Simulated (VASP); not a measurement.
Output of a VASP run:

File OSZICAR:
```
...
DAV:   5    -0.336496875761E+02   -0.15735E-01   -0.15734E-01  2752   0.338E+00    0.194E+01
DAV:   6    -0.242887450399E+02    0.93609E+01   -0.27578E+01  2564   0.849E+01    0.524E+00
DAV:   7    -0.245359175570E+02   -0.24717E+00   -0.38788E+00  2308   0.277E+01    0.448E+00
DAV:   8    -0.245485608610E+02   -0.12643E-01   -0.37900E-01  2348   0.755E+00    0.217E+00
DAV:   9    -0.246142912983E+02   -0.65730E-01   -0.11809E-01  2220   0.551E+00    0.141E+00
DAV:  10    -0.245823242817E+02    0.31967E-01   -0.10831E-01  2560   0.519E+00    0.424E-01
DAV:  11    -0.245769672190E+02    0.53571E-02   -0.73281E-03  2516   0.937E-01    0.113E-01
DAV:  12    -0.245797434828E+02   -0.27763E-02   -0.63383E-03  2052   0.935E-01    0.523E-02
DAV:  13    -0.245803987718E+02   -0.65529E-03   -0.86161E-04  2096   0.321E-01    0.486E-02
DAV:  14    -0.245803439756E+02    0.54796E-04   -0.14567E-04  2796   0.159E-01    0.126E-02
DAV:  15    -0.245803785840E+02   -0.34608E-04   -0.24423E-05  2432   0.487E-02    0.688E-03
DAV:  16    -0.245803705758E+02    0.80083E-05   -0.30191E-06  2056   0.198E-02    0.700E-03
DAV:  17    -0.245803716449E+02   -0.10691E-05   -0.93528E-07  1336   0.172E-02    0.191E-03
DAV:  18    -0.245803698343E+02    0.18106E-05   -0.52701E-07  1064   0.875E-03    0.740E-04
DAV:  19    -0.245803706572E+02   -0.82289E-06   -0.93274E-08  1028   0.332E-03
   1 F= -.24580371E+02 E0= -.24580278E+02  d E =-.245804E+02
       N       E                     dE             d eps       ncg     rms          rms(c)
DAV:   1    -0.245861155321E+02   -0.57457E-02   -0.14051E-01  2036   0.641E+00    0.761E-01
DAV:   2    -0.245806904383E+02    0.54251E-02   -0.24976E-02  2168   0.267E+00    0.200E-01
DAV:   3    -0.245800851095E+02    0.60533E-03   -0.28717E-03  2400   0.591E-01    0.725E-02
DAV:   4    -0.245801004401E+02   -0.15331E-04   -0.83041E-04  2084   0.345E-01    0.399E-02
DAV:   5    -0.245802029590E+02   -0.10252E-03   -0.33119E-04  2540   0.173E-01    0.224E-02
DAV:   6    -0.245802536672E+02   -0.50708E-04   -0.51832E-05  2860   0.663E-02    0.166E-02
DAV:   7    -0.245802422310E+02    0.11436E-04   -0.55969E-06  2124   0.308E-02    0.232E-02
DAV:   8    -0.245802629693E+02   -0.20738E-04   -0.96445E-06  2064   0.476E-02    0.900E-03
DAV:   9    -0.245802653733E+02   -0.24041E-05   -0.31972E-06  1984   0.234E-02    0.490E-03
DAV:  10    -0.245802656843E+02   -0.31099E-06   -0.41251E-07  1072   0.759E-03
   2 F= -.24580266E+02 E0= -.24580177E+02  d E =0.104973E-03
       N       E                     dE             d eps       ncg     rms          rms(c)
DAV:   1    -0.245824829466E+02   -0.22176E-02   -0.47599E-02  2036   0.373E+00    0.446E-01
DAV:   2    -0.245806682348E+02    0.18147E-02   -0.88699E-03  2184   0.158E+00    0.119E-01
DAV:   3    -0.245804419451E+02    0.22629E-03   -0.10229E-03  2360   0.358E-01    0.431E-02
DAV:   4    -0.245804494030E+02   -0.74579E-05   -0.29058E-04  2084   0.203E-01    0.230E-02
DAV:   5    -0.245804550614E+02   -0.56584E-05   -0.11662E-04  2524   0.101E-01    0.132E-02
DAV:   6    -0.245804731833E+02   -0.18122E-04   -0.18735E-05  2844   0.402E-02    0.101E-02
DAV:   7    -0.245804743582E+02   -0.11749E-05   -0.12097E-06  1136   0.161E-02    0.138E-02
DAV:   8    -0.245804820009E+02   -0.76427E-05   -0.27745E-06  1868   0.256E-02    0.678E-03
DAV:   9    -0.245804805738E+02    0.14271E-05   -0.10415E-06  1052   0.161E-02    0.281E-03
DAV:  10    -0.245804810849E+02   -0.51105E-06   -0.38327E-07  1008   0.727E-03
   3 F= -.24580481E+02 E0= -.24580390E+02  d E =-.110428E-03
```

OUTCAR:
```
------------------------ aborting loop because EDIFF is reached ----------------------------------------
  FORCE on cell =-STRESS in cart. coord.  units (eV):
  Direction    XX          YY          ZZ          XY          YZ          ZX
  --------------------------------------------------------------------------------------
  Total       -0.0005061     -0.0005061     -0.0005061      0.0000000      0.0000000     -0.0000000
  in kB       -0.0400518     -0.0400518     -0.0400518      0.0000000      0.0000000     -0.0000000
  external PRESSURE =      -0.0400518 kB  Pullay stress =       0.0000000 kB
  volume of cell :       20.24
      direct lattice vectors                 reciprocal lattice vectors
     0.000000000  2.163156537  2.163156537    -0.231143697  0.231143697  0.231143697
     2.163156537  0.000000000  2.163156537     0.231143697 -0.231143697  0.231143697
     2.163156537  2.163156537  0.000000000     0.231143697  0.231143697 -0.231143697
 POSITION                                       TOTAL-FORCE (eV/Angst)
 -----------------------------------------------------------------------------------
      0.00000      0.00000      0.00000        -0.000000     -0.000000     -0.000000
      2.16316      2.16316      2.16316         0.000000      0.000000      0.000000
 -----------------------------------------------------------------------------------
    total drift:                                0.000000     -0.000000     -0.000000
  FREE ENERGIE OF THE ION-ELECTRON SYSTEM (eV)
  ---------------------------------------------------
  free  energy   TOTEN  =       -24.5804810849 eV

  energy  without entropy=      -24.5802082662  energy(sigma->0) =      -24.58039015

 reached required accuracy - stopping structural energy minimisation
```
(Selected blocks of OUTCAR.)

POSCAR:
```
TiC
1
    0.0000000000     2.1650000000     2.1650000000
    2.1650000000     0.0000000000     2.1650000000
    2.1650000000     2.1650000000     0.0000000000
Ti C
1 1
Direct
  0.0000000000   0.0000000000   0.0000000000
  0.5000000000   0.5000000000   0.5000000000
```

Reconstruct the remaining input files.

Several could match; the one computed here: the input of the run itself, r2SCAN+rVV10, plane waves, VASP's PBE PAW potentials (set 64).

**KPOINTS**
```
Automatic mesh
0
Gamma
13 13 13
0 0 0
```

INCAR:
```
# general
SYSTEM    =  TiC
PREC      =  Accurate
ENCUT     =  520
LREAL     =  .False.
LASPH     =  .True.

# electronic loop
EDIFF     =  1E-6
NELM      =  100
ALGO      =  Normal
LMAXMIX   =  4
LMIXTAU   =  .True.

# smearing
ISMEAR    =  1
SIGMA     =  0.1

# functional
METAGGA   =  R2SCAN
LUSE_VDW  =  .True.
BPARAM    =  11.95
CPARAM    =  0.0093

# ions
IBRION    =  2
NSW       =  60
ISIF      =  3
EDIFFG    =  -0.01

# output
LWAVE     =  .False.
LCHARG    =  .False.
```

POTCAR, in this order: Ti_sv C (PBE.64 set). Program: vasp_std.

The compound is TiC in the rock salt structure. This run relaxes it. Symmetry was kept, so distortions that lower it aren't found.
